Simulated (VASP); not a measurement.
Energy against volume of Zr (hcp). Computed with MS2 meta-GGA, VASP's PBE PAW potentials (set 64) (plane waves; VASP). Numerical set-up: 520 eV cut-off, 13×13×7 Γ-centred mesh, first-order Methfessel-Paxton smearing of 0.10 eV, potentials Zr_sv.

Shape and ions are relaxed at each volume.

```tsv
V (Å³/atom)	E (eV/atom)
22.494	-8.45248
23.189	-8.45907
23.885	-8.45310
24.581	-8.43614
```

**Question.** Fit these four points and predict the energy of the run at 21.798 Å³/atom.

**Answer.** A cubic in V^(−2/3), the third-order Birch-Murnaghan form, passes through the four points with V0 = 23.19 Å³/atom and B0 = 96 GPa, and gives -8.4315 eV/atom there. The run gave -8.4315 eV/atom, -0.1 meV/atom from the fit; all five points give B0 = 96 GPa.

The compound is Zr in the hcp structure. It was relaxed first.
